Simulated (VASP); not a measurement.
Input:

```yaml
crystal:
  lattice:
    - [3.91437, -2.16613, -0.02759]
    - [3.91437, 2.16613, -0.02759]
    - [2.72889, 0.00000, 3.55182]
  atoms:
    - { symbol: Sb, position: [0.23554, 0.23554, 0.23554] }
    - { symbol: Sb, position: [0.76446, 0.76446, 0.76446] }
```

Calculation: PBEsol GGA, VASP's PBE PAW potentials (set 64) (plane waves; VASP). Run with 480 eV cut-off, 8×8×8 Γ-centred mesh, Gaussian smearing of 0.050 eV, potentials Sb.

**Question.** Which forces act on the atoms, in eV/Å?

**Answer.** 
```csv
atom,Fx,Fy,Fz
Sb1,-0.049,0.000,-0.011
Sb2,0.049,0.000,0.011
```

**Question.** Give the stress tensor in GPa (positive for a compressed cell).

**Answer.** 
```
-0.80   0.00   0.11
 0.00  -0.57   0.00
 0.11   0.00  -0.73
```
The pressure is its mean diagonal, -0.70 GPa.

The compound is Sb in the a7 structure. This cell was strained or had an atom moved on purpose.
